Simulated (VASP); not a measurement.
Calculation: PBE GGA, VASP's PBE PAW potentials (set 64) (plane waves; VASP 6.6.1).

Input for VASP

### INCAR
```
ENCUT=400
LWAVE=.FALSE.
ALGO=Normal
EDIFF=1E-6
LREAL=.FALSE.
NELM=100   ! most electronic steps
GGA=PE
SYSTEM=MgSe
SIGMA=0.05
ISIF=2   ! forces and stress, cell fixed
LCHARG=.FALSE.
PREC=Accurate
LMAXMIX=4
ISMEAR=0
LASPH=.TRUE.   ! aspherical one-centre terms
NELECT=8.1
```

File KPOINTS:
```
Automatic
0
Gamma
7 7 7
0 0 0
```

### POSCAR
```
MgSe
1
    0.0000000000     2.7846000000     2.7846000000
    2.7846000000     0.0000000000     2.7846000000
    2.7846000000     2.7846000000     0.0000000000
Mg Se
1 1
Direct
  0.0000000000   0.0000000000   0.0000000000
  0.5000000000   0.5000000000   0.5000000000
```

POTCAR, in this order: Mg Se (PBE.64 set). Program: vasp_std.

The cell is charged, with a uniform compensating background.

Predict the energy per atom (σ→0), pressure, band gap (on the k-mesh).

```yaml
energy per atom (σ→0): -3.499 eV/atom
band gap (on the k-mesh): none (metal, semimetal or under 0.01 eV)
pressure: 1.68 GPa
```

### OSZICAR
```
...
DAV:   5    -0.731683740359E+01   -0.12756E-05   -0.12754E-05   392   0.320E-02    0.296E+00
DAV:   6    -0.703635210377E+01    0.28049E+00   -0.66479E-01   344   0.373E+00    0.186E+00
DAV:   7    -0.699786927489E+01    0.38483E-01   -0.20136E-01   432   0.223E+00    0.943E-01
DAV:   8    -0.699730228834E+01    0.56699E-03   -0.78003E-03   376   0.685E-01    0.197E-01
DAV:   9    -0.699730018823E+01    0.21001E-05   -0.55329E-05   448   0.587E-02    0.114E-01
DAV:  10    -0.699732976545E+01   -0.29577E-04   -0.37001E-05   376   0.523E-02    0.123E-02
DAV:  11    -0.699732918166E+01    0.58379E-06   -0.54775E-06   416   0.114E-02
   1 F= -.69973292E+01 E0= -.69970355E+01  d E =-.587393E-03
```

The compound is MgSe in the rock salt structure. The cell was not relaxed at this level. The run is one of a series of settings (NELECT = 8.1 against the base run), some of them coarse on purpose.
